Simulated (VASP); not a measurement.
Consider the following.

```
LiCl
1.0
    0.00000     2.59673     2.59673
    2.59673     0.00000     2.59673
    2.59673     2.59673     0.00000
Li Cl
1 1
Cartesian
  0.00000   0.00000   0.00000
  2.59673   2.59673   2.59673
```

The numbers are results of optB86b-vdW, VASP's PBE PAW potentials (set 64) (plane waves; VASP), not measurements. Numerical set-up: 520 eV cut-off, 9×9×9 Γ-centred mesh, Gaussian smearing of 0.050 eV, potentials Li_sv Cl.

Give the stress tensor in GPa (positive for a compressed cell).

```
-1.83   0.00   0.00
 0.00  -1.83   0.00
 0.00   0.00  -1.83
```
The pressure is its mean diagonal, -1.83 GPa.

The compound is LiCl in the rock salt structure. This cell is one point of a volume scan, at 1.06 of the reference volume.
